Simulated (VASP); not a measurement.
# MoS2 (Molybdenite): how cutoff and mesh change the relaxed cell, part 2 of 2

How far does the relaxed cell of MoS2 (Molybdenite) depend on cutoff and k mesh? The starting structure is a measured crystal structure from the Crystallography Open Database. The first relaxation on each setting starts from this cell expanded by 3 % in volume.

VASP 6.6.1.

Results so far: reference 17.85 Å³ an atom; a cutoff of 260 eV 16.94 Å³ an atom.

## Step 4: Relaxation with a 4×4×1 mesh

Level of this step: PBEsol; plane waves and PAW (Mo_sv, S) (VASP).

Against step 2 the input has a 4×4×1 mesh (also changed: KPAR and NCORE).

INCAR reads:

```
SYSTEM = MoS2
PREC = Accurate
ENCUT = 450
EDIFF = 1E-06
NELM = 100
ISMEAR = 0
SIGMA = 0.03
LREAL = .FALSE.
ALGO = Normal
GGA = PS
NBANDS = 32
LASPH = .TRUE.
LORBIT = 11
LWAVE = .FALSE.
LCHARG = .FALSE.
KPAR = 2
NCORE = 4
IBRION = 2
NSW = 50
ISIF = 3
EDIFFG = -0.006
```

POSCAR reads:

```
MoS2
1.0
    3.1922990652      0.0000000000      0.0000000000
   -1.5961495326      2.7646120870      0.0000000000
    0.0000000000      0.0000000000     12.4167405906
Mo S
2 4
Direct
    0.6666666667      0.3333333333      0.7500000000
    0.3333333333      0.6666666667      0.2500000000
    0.6666666667      0.3333333333      0.3725000000
    0.3333333333      0.6666666667      0.8725000000
    0.6666666667      0.3333333333      0.1275000000
    0.3333333333      0.6666666667      0.6275000000
```

KPOINTS reads:

```
Automatic mesh
0
Gamma
4 4 1
0 0 0
```

The projector-augmented-wave data sets are Mo_sv and S (PBE family, release 64).

Launch:

```
mpirun -np 8 vasp_std
```

The program printed:

```text
[banner, memory and clock lines left out]
running    8 mpi-ranks, on    1 nodes
[...]
[... a notice as in an earlier step ...]

 LDA part: xc-table for (Slater+PW92), standard interpolation
 POSCAR, INCAR and KPOINTS ok, starting setup
[...]
entering main loop
       N       E                     dE             d eps       ncg     rms          rms(c)
DAV:   1     0.402524138723E+03    0.40252E+03   -0.27889E+04   288   0.138E+03
DAV:   2    -0.294906158253E+02   -0.43201E+03   -0.42037E+03   312   0.360E+02
DAV:   3    -0.494787084842E+02   -0.19988E+02   -0.19849E+02   336   0.701E+01
DAV:   4    -0.498793238508E+02   -0.40062E+00   -0.39895E+00   304   0.991E+00
[...]
DAV:  13    -0.469291515939E+02   -0.11274E-04   -0.91057E-05   312   0.471E-02    0.917E-03
DAV:  14    -0.469291537359E+02   -0.21420E-05   -0.79834E-06   280   0.161E-02    0.119E-02
DAV:  15    -0.469291542780E+02   -0.54207E-06   -0.16023E-06   248   0.717E-03
   1 F= -.46929154E+02 E0= -.46929154E+02  d E =-.469292E+02
[... from here on, the cycles between the ionic steps are left out ...]
   2 F= -.46998431E+02 E0= -.46998431E+02  d E =-.692765E-01
   3 F= -.47002310E+02 E0= -.47002310E+02  d E =-.731554E-01
   4 F= -.46999381E+02 E0= -.46999381E+02  d E =0.292877E-02
   5 F= -.47003403E+02 E0= -.47003403E+02  d E =-.109331E-02
   6 F= -.47003403E+02 E0= -.47003403E+02  d E =-.109302E-02
   7 F= -.47003552E+02 E0= -.47003552E+02  d E =-.148900E-03
   8 F= -.47003934E+02 E0= -.47003934E+02  d E =-.531125E-03
   9 F= -.47004393E+02 E0= -.47004393E+02  d E =-.990402E-03
  10 F= -.47004223E+02 E0= -.47004223E+02  d E =-.820109E-03
  11 F= -.47004492E+02 E0= -.47004492E+02  d E =-.108878E-02
  12 F= -.47004591E+02 E0= -.47004591E+02  d E =-.997974E-04
  13 F= -.47004772E+02 E0= -.47004772E+02  d E =-.280767E-03
  14 F= -.47004613E+02 E0= -.47004613E+02  d E =-.121476E-03
  15 F= -.47004798E+02 E0= -.47004798E+02  d E =-.306135E-03
  16 F= -.47004863E+02 E0= -.47004863E+02  d E =-.652406E-04
  17 F= -.47004897E+02 E0= -.47004897E+02  d E =-.992665E-04
[...]
reached required accuracy - stopping structural energy minimisation
```

Run time: 51 s. Hardware: 8 MPI ranks of Intel Xeon Platinum 8259CL at 2.50GHz (Skylake/Cascade Lake), shared host; peak memory 1.1 GiB; 5.4 min of CPU time.

Parts of OUTCAR (step 4):

```text
  Total        0.0262733      0.0262733     -0.0044836     -0.0000000      0.0000000      0.0000000
  in kB        0.3863537      0.3863537     -0.0659324     -0.0000000      0.0000000      0.0000000
  external PRESSURE =       0.2355916 kB  Pullay stress =       0.0000000 kB

 POSITION                                       TOTAL-FORCE (eV/Angst)
 -----------------------------------------------------------------------------------
      1.56837      0.90550      9.58986        -0.000000     -0.000000      0.000000
     -0.00000      1.81100      3.19662         0.000000      0.000000      0.000000
      1.56837      0.90550      4.75511        -0.000000      0.000000     -0.000781
     -0.00000      1.81100     11.14835         0.000000      0.000000     -0.000781
      1.56837      0.90550      1.63813        -0.000000      0.000000      0.000781
     -0.00000      1.81100      8.03137        -0.000000     -0.000000      0.000781
 -----------------------------------------------------------------------------------
    total drift:                               -0.000000      0.000000     -0.000000

  FREE ENERGIE OF THE ION-ELECTRON SYSTEM (eV)
  ---------------------------------------------------
  free  energy   TOTEN  =       -47.0048969209 eV

  energy  without entropy=      -47.0048969209  energy(sigma->0) =      -47.00489692

[... 1 part as in an earlier step ...]

[... 3 further parts left out ...]
[key lines of the parts left out:]
E-fermi :   7.2485
```

Logs of long relaxations may skip ionic steps without a mark.

With a 4×4×1 mesh the cell ends at 18.159 Å³ an atom, +1.76 % from the reference, a by -0.1 % and c by +2.0 %; the bulk modulus is 19.0 GPa against 20.0 GPa.

## Step 5: Relaxation with a cutoff of 600 eV

Against step 2 the input has ENCUT = 600. This run starts from the cell of an earlier relaxation, which isn't shown; the restart sets up the plane waves anew.

Edit INCAR of step 4 so:

```diff
@@ -2,3 +2,3 @@
 PREC = Accurate
-ENCUT = 450
+ENCUT = 600
 EDIFF = 1E-06
@@ -15,4 +15,3 @@
 LCHARG = .FALSE.
-KPAR = 2
-NCORE = 4
+KPAR = 8
 IBRION = 2
```

POSCAR reads:

```
MoS2
1.0
    3.1411747748      0.0000000000      0.0000000000
   -1.5705873874      2.7203371527      0.0000000000
    0.0000000000      0.0000000000     12.6018114544
Mo S
2 4
Direct
    0.6666666667      0.3333333333      0.7500000000
    0.3333333333      0.6666666667      0.2500000000
    0.6666666667      0.3333333333      0.3737090899
    0.3333333333      0.6666666667      0.8737090899
    0.6666666667      0.3333333333      0.1262909101
    0.3333333333      0.6666666667      0.6262909101
```

KPOINTS reads:

```
Automatic mesh
0
Gamma
9 9 2
0 0 0
```

Launch:

```
mpirun -np 8 vasp_std
```

The program printed:

```text
[... set-up lines as in an earlier step ...]
 entering main loop
       N       E                     dE             d eps       ncg     rms          rms(c)
DAV:   1     0.493785268138E+03    0.49379E+03   -0.31776E+04  1680   0.172E+03
DAV:   2    -0.225509509558E+02   -0.51634E+03   -0.50482E+03  1872   0.412E+02
DAV:   3    -0.492053535881E+02   -0.26654E+02   -0.26335E+02  1976   0.833E+01
DAV:   4    -0.497807354935E+02   -0.57538E+00   -0.57333E+00  1880   0.124E+01
[...]
DAV:  13    -0.469073267082E+02   -0.20893E-05   -0.13737E-04  2024   0.591E-02    0.131E-02
DAV:  14    -0.469073278675E+02   -0.11593E-05   -0.12423E-05  1664   0.203E-02    0.196E-02
DAV:  15    -0.469073284585E+02   -0.59100E-06   -0.24523E-06  1600   0.923E-03
   1 F= -.46907328E+02 E0= -.46907328E+02  d E =-.469073E+02
[...]
reached required accuracy - stopping structural energy minimisation
```

Run time: 31 s. Hardware: 8 MPI ranks; peak memory 2.8 GiB.

From OUTCAR (step 5):

```text
  Total        0.0110227      0.0110227     -0.0276680      0.0000000      0.0000000      0.0000000
  in kB        0.1640021      0.1640021     -0.4116613      0.0000000      0.0000000      0.0000000
  external PRESSURE =      -0.0278857 kB  Pullay stress =       0.0000000 kB

 POSITION                                       TOTAL-FORCE (eV/Angst)
 -----------------------------------------------------------------------------------
      1.57059      0.90678      9.45136         0.000000      0.000000     -0.000000
     -0.00000      1.81356      3.15045        -0.000000     -0.000000     -0.000000
      1.57059      0.90678      4.70941         0.000000      0.000000      0.005195
     -0.00000      1.81356     11.01032        -0.000000      0.000000      0.005195
      1.57059      0.90678      1.59149         0.000000      0.000000     -0.005195
     -0.00000      1.81356      7.89240        -0.000000     -0.000000     -0.005195
 -----------------------------------------------------------------------------------
    total drift:                               -0.000000      0.000000     -0.000000

  FREE ENERGIE OF THE ION-ELECTRON SYSTEM (eV)
  ---------------------------------------------------
  free  energy   TOTEN  =       -46.9073284585 eV

  energy  without entropy=      -46.9073284585  energy(sigma->0) =      -46.90732846

[... 2 parts as in an earlier step ...]

[... 2 further parts left out ...]
[key lines of the parts left out:]
E-fermi :   7.4107
```

With a cutoff of 600 eV the cell ends at 17.947 Å³ an atom, +0.57 % from the reference, a by +0.0 % and c by +0.6 %; the bulk modulus is 22.7 GPa against 20.0 GPa.

## Step 6: Relaxation with a 12×12×4 mesh

Against step 2 the input has a 12×12×4 mesh. This run starts from the cell of an earlier relaxation, which isn't shown; the restart sets up the plane waves anew.

Edit INCAR of step 5 so:

```diff
@@ -2,3 +2,3 @@
 PREC = Accurate
-ENCUT = 600
+ENCUT = 450
 EDIFF = 1E-06
```

POSCAR reads:

```
MoS2
1.0
    3.1408381254      0.0000000000      0.0000000000
   -1.5704190627      2.7200456059      0.0000000000
    0.0000000000      0.0000000000     12.5321424203
Mo S
2 4
Direct
    0.6666666667      0.3333333333      0.7500000000
    0.3333333333      0.6666666667      0.2500000000
    0.6666666667      0.3333333333      0.3744251006
    0.3333333333      0.6666666667      0.8744251006
    0.6666666667      0.3333333333      0.1255748994
    0.3333333333      0.6666666667      0.6255748994
```

KPOINTS reads:

```
Automatic mesh
0
Gamma
12 12 4
0 0 0
```

Launch:

```
mpirun -np 8 vasp_std
```

The program printed:

```text
[... set-up lines as in an earlier step ...]
 entering main loop
       N       E                     dE             d eps       ncg     rms          rms(c)
DAV:   1     0.405347057599E+03    0.40535E+03   -0.27693E+04  4112   0.138E+03
DAV:   2    -0.290293505239E+02   -0.43438E+03   -0.42334E+03  4568   0.368E+02
DAV:   3    -0.493952101383E+02   -0.20366E+02   -0.20211E+02  4712   0.723E+01
DAV:   4    -0.497801750570E+02   -0.38496E+00   -0.38419E+00  4464   0.102E+01
[...]
DAV:  13    -0.469041545666E+02    0.97931E-06   -0.16633E-04  4840   0.647E-02    0.153E-02
DAV:  14    -0.469041549351E+02   -0.36846E-06   -0.16719E-05  4344   0.237E-02    0.215E-02
DAV:  15    -0.469041554304E+02   -0.49530E-06   -0.23193E-06  3784   0.839E-03
   1 F= -.46904155E+02 E0= -.46904155E+02  d E =-.469042E+02
[...]
N       E                     dE             d eps       ncg     rms          rms(c)
DAV:   1    -0.469042998068E+02   -0.14487E-03   -0.36619E-03  3872   0.464E-01    0.137E-01
DAV:   2    -0.469041823091E+02    0.11750E-03   -0.96495E-04  4192   0.199E-01    0.552E-02
DAV:   3    -0.469041466171E+02    0.35692E-04   -0.19585E-04  4192   0.681E-02    0.222E-02
DAV:   4    -0.469041416009E+02    0.50162E-05   -0.24535E-05  4056   0.295E-02    0.696E-03
DAV:   5    -0.469041418039E+02   -0.20297E-06   -0.41044E-06  3528   0.119E-02
   2 F= -.46904142E+02 E0= -.46904142E+02  d E =0.136265E-04
 trial-energy change:    0.000014  1 .order    0.000008   -0.000017    0.000032
 step:   0.2199(harm=  0.3434)  dis= 0.00003  next Energy=   -46.904157 (dE=-0.180E-05)
[...]
N       E                     dE             d eps       ncg     rms          rms(c)
DAV:   1    -0.469042520907E+02   -0.11049E-03   -0.22632E-03  3880   0.364E-01    0.107E-01
DAV:   2    -0.469041838594E+02    0.68231E-04   -0.59209E-04  4160   0.156E-01    0.441E-02
DAV:   3    -0.469041612632E+02    0.22596E-04   -0.11962E-04  4176   0.533E-02    0.167E-02
DAV:   4    -0.469041580306E+02    0.32326E-05   -0.14694E-05  3896   0.229E-02    0.518E-03
DAV:   5    -0.469041572435E+02    0.78712E-06   -0.23535E-06  3216   0.901E-03
   3 F= -.46904157E+02 E0= -.46904157E+02  d E =-.181310E-05
[...]
reached required accuracy - stopping structural energy minimisation
```

It took 59 s on 8 MPI ranks; peak memory 2.6 GiB; 6 min of CPU time.

Parts of OUTCAR (step 6):

```text
  Total        0.0092997      0.0092997      0.0021501      0.0000000      0.0000000      0.0000000
  in kB        0.1391801      0.1391801      0.0321786      0.0000000      0.0000000      0.0000000
  external PRESSURE =       0.1035129 kB  Pullay stress =       0.0000000 kB

 POSITION                                       TOTAL-FORCE (eV/Angst)
 -----------------------------------------------------------------------------------
      1.57039      0.90667      9.39840        -0.000000      0.000000      0.000000
     -0.00000      1.81333      3.13280         0.000000     -0.000000      0.000000
      1.57039      0.90667      4.69197        -0.000000      0.000000      0.000758
     -0.00000      1.81333     10.95757         0.000000     -0.000000      0.000758
      1.57039      0.90667      1.57363        -0.000000      0.000000     -0.000758
     -0.00000      1.81333      7.83923         0.000000     -0.000000     -0.000758
 -----------------------------------------------------------------------------------
    total drift:                               -0.000000      0.000000     -0.000000

  FREE ENERGIE OF THE ION-ELECTRON SYSTEM (eV)
  ---------------------------------------------------
  free  energy   TOTEN  =       -46.9041572435 eV

  energy  without entropy=      -46.9041572435  energy(sigma->0) =      -46.90415724

[... 1 part as in an earlier step ...]

[... 3 further parts left out ...]
[key lines of the parts left out:]
E-fermi :   7.6186
```

With a 12×12×4 mesh the cell ends at 17.842 Å³ an atom, -0.02 % from the reference; the bulk modulus is 22.9 GPa against 20.0 GPa.

## Step 7: All runs side by side

| run | volume (Å³/atom) | change (%) | bulk modulus (GPa) | pressure left (GPa) | core minutes |
| --- | --- | --- | --- | --- | --- |
| reference | 17.845 | - | 20.0 | -0.02 | 30.8 |
| a cutoff of 260 eV | 16.944 | -5.05 | 56.8 | -0.01 | 16.3 |
| a 4×4×1 mesh | 18.159 | 1.76 | 19.0 | 0.02 | 6.8 |
| a cutoff of 600 eV | 17.947 | 0.57 | 22.7 | 0.0 | 18.8 |
| a 12×12×4 mesh | 17.842 | -0.02 | 22.9 | 0.01 | 42.9 |

Core minutes are wall time times ranks, summed over the relaxations behind a row (those for a bulk modulus apart), on shared hosts.

## Step 8: Results

| Quantity | Value |
| --- | --- |
| volume of the reference | 17.85 Å³/atom |
| volume against the reference, a cutoff of 260 eV | -5.05 % |
| volume against the reference, a 4×4×1 mesh | +1.76 % |
| volume against the reference, a cutoff of 600 eV | +0.57 % |
| volume against the reference, a 12×12×4 mesh | -0.02 % |

**Reading.** The volume moves most with a cutoff of 260 eV: -5.05 %, a by -0.5 % and c by -4.1 % against the reference (450 eV, 9×9×2 mesh). On finer settings it changes by +0.57 % with a cutoff of 600 eV and -0.02 % with a 12×12×4 mesh. The relaxations stop with up to 0.02 GPa left, which at the bulk modulus found here is 0.12 % of the volume, and more along a soft axis. That understates it: a restart alone still moved the volume by up to 1.4 %. A change this large on a finer setting means that the reference isn't converged, that its relaxation stopped early along a soft direction, or that the runs ended in different electronic states. The bonds form layers, and no dispersion term is on, so the spacing between them is unreliable throughout. A cell that shrinks at the lower cutoff is the usual mark of Pulay stress, the error that a plane-wave basis makes when it is kept while the volume changes. The bulk modulus is more sensitive: it changes by +184.1 % with a cutoff of 260 eV. Further runs on this material are not shown.

[Lines on the potential files, build, host, timing and source positions are cut from VASP's logs without a mark.]

[Logs are printed without paths, hosts, clocks, repeated set-up lines and the standing remarks that a program may print on its own settings, such as how far it seeks lower states.]

[Hosts, paths, dates, database ids (printed as entryN), source tags and the programs' standing remarks are cut or masked in the printed files.]
